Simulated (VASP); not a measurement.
Here is a VASP 6.6.1 calculation.

File INCAR:

```
PREC = Accurate
ENCUT = 520
EDIFF = 1E-6
ISMEAR = 0
SIGMA = 0.15
LREAL = False
LASPH = True
NELM = 100
ALGO = Fast
ISIF = 2
LWAVE = False
LCHARG = False
GGA = CA
NBANDS = 12
```

Contents of KPOINTS:

```
regular mesh
0
Gamma
  22 22 22
```

File POSCAR:

```
Ti
1.0
    0.0000000000      1.9103031386      2.2923637664
    1.9103031386      0.0000000000      2.2923637664
    1.9103031386      1.9103031386      0.0000000000
Ti
1
Direct
    0.0000000000      0.0000000000      0.0000000000
```

Potentials or basis: VASP PAW LDA potentials, release 64 (Ti_sv).

Run with:

```console
$ cat potpaw_LDA.64/Ti_sv/POTCAR > POTCAR
$ mpirun -np 1 vasp_std > vasp.out
```

Predict the band gap on the k mesh.

none (metal or under the smearing width).

What does it give for the pressure?

-5.6 GPa.

Stress tensor (GPa, compression positive):
```
-4.09  0.00  0.00
 0.00 -4.09  0.00
 0.00  0.00 -8.66
```
